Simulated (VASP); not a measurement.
```
CELL_PARAMETERS angstrom
      4.44355     0.00000     0.00000
     -2.22178     3.84823     0.00000
      0.00000     0.00000     7.25984
ATOMIC_POSITIONS crystal
  Cd 0.66667 0.33333 0.48386
  Cd 0.00000 0.00000 0.01500
  Te 0.00000 0.00000 0.62786
  Se 0.66667 0.33333 0.12129
```

Method: PBEsol GGA, VASP's PBE PAW potentials (set 64) (plane waves; VASP). Run with 400 eV cut-off, 13×13×7 Γ-centred mesh, Gaussian smearing of 0.010 eV, potentials Cd Te Se.

Estimate the energy per atom (σ→0).

```yaml
energy per atom (σ→0): -2.897 eV/atom
```

Only differences to runs with the same potentials and settings are physical.

The structure comes from a computed database's Cd2TeSe entry (P3m1); how it stands against other phases isn't given here. It was relaxed first.
